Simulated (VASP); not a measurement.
A VASP calculation is set up with these files.

**INCAR**
```
ALGO = Normal
EDIFF = 1E-6
EDIFFG = -0.01
ENCUT = 400
GGA = PS
IBRION = 2
ISIF = 3
ISMEAR = 1
LASPH = T
LCHARG = F
LMAXMIX = 6
LREAL = F
LWAVE = F
NELM = 100
NSW = 60
PREC = Accurate
SIGMA = 0.1
SYSTEM = HgTe
```

File POSCAR:
```
HgTe
1
    3.7111408883    -0.0000000000     0.0000000000
    0.0000000000     3.7111408883    -0.0000000000
    0.0000000000     0.0000000000     3.7111408883
Hg Te
1 1
Direct
  0.0000000000   0.0000000000   0.0000000000
  0.5000000000   0.5000000000   0.5000000000
```

**KPOINTS**
```
Automatic mesh
0
Gamma
9 9 9
0 0 0
```

POTCAR, in this order: Hg Te (PBE.64 set). Program: vasp_std.

Task: Write an equivalent input for Quantum ESPRESSO's pw.x.

Result: One equivalent input (not run):
```
&CONTROL
  calculation = 'vc-relax'
  pseudo_dir = './pseudo'
  outdir = './out'
  tprnfor = .true.
  tstress = .true.
  nstep = 60
  forc_conv_thr = 0.00039
/
&SYSTEM
  ibrav = 0
  nat = 2
  ntyp = 2
  ecutwfc = 82.3
  occupations = 'smearing'
  smearing = 'methfessel-paxton'
  degauss = 0.00735
  input_dft = 'pbesol'
/
&ELECTRONS
  conv_thr = 7.3e-08
  electron_maxstep = 100
/
&IONS
/
&CELL
/
ATOMIC_SPECIES
  Hg 200.592 Hg.upf
  Te 127.600 Te.upf
CELL_PARAMETERS angstrom
     3.7111409   -0.0000000    0.0000000
     0.0000000    3.7111409   -0.0000000
     0.0000000    0.0000000    3.7111409
ATOMIC_POSITIONS crystal
  Hg   0.0000000  0.0000000  0.0000000
  Te   0.5000000  0.5000000  0.5000000
K_POINTS automatic
  9 9 9 0 0 0
```
Limits of the translation: the potentials are each code's own (VASP's PAW set, PseudoDojo norm-conserving files in pw.x), so ENCUT and ecutwfc are chosen apart and not converted; conv_thr bounds pw.x's estimated SCF error, while EDIFF bounds the energy change between steps; forc_conv_thr acts on force components and is met together with etot_conv_thr.

The structure was generated: HgTe was put into the CsCl type type (Pm-3m), which need not be its known phase. This run relaxes it. Symmetry was kept, so distortions that lower it aren't found. The start is the result of an earlier pass.
